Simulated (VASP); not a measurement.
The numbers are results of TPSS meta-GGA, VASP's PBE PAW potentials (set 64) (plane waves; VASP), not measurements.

VASP ran on this input.

**KPOINTS**
```
Automatic mesh
0
G
  13 13 13
```

INCAR:
```
LMIXTAU = .True.
LCHARG = .False.
SYSTEM = TiC
ALGO = Normal   ! blocked Davidson
ISMEAR = 1
NSW = 60
SIGMA = 0.1   ! width (eV)
PREC = Accurate
ENCUT = 520   ! plane-wave cut-off (eV)
EDIFFG = -0.01   ! ionic stop
EDIFF = 1E-6
ISIF = 3
IBRION = 2   ! conjugate gradients
NELM = 100   ! most electronic steps
METAGGA = TPSS
LREAL = .False.   ! projection in real space or not
LWAVE = .False.
LMAXMIX = 4   ! l cut-off of mixed one-centre charges
LASPH = .True.
```

File POSCAR:
```
TiC
1
    0.0000000000     2.1650000000     2.1650000000
    2.1650000000     0.0000000000     2.1650000000
    2.1650000000     2.1650000000     0.0000000000
Ti C
1 1
Direct
  0.0000000000   0.0000000000   0.0000000000
  0.5000000000   0.5000000000   0.5000000000
```

POTCAR, in this order: Ti_sv C (PBE.64 set). Program: vasp_std.

Task: What will the output report for the number of irreducible k-points (NKPTS), largest plane-wave count, number of space-group operations, FFT grid (NGX, NGY, NGZ)?

Result: 
```yaml
number of irreducible k-points (NKPTS): 84
largest_plane_wave_count: 559
number_of_space_group_operations: 48
FFT grid (NGX, NGY, NGZ): 24 × 24 × 24
```

The compound is TiC in the rock salt structure. This run relaxes it. Symmetry was kept, so distortions that lower it aren't found.
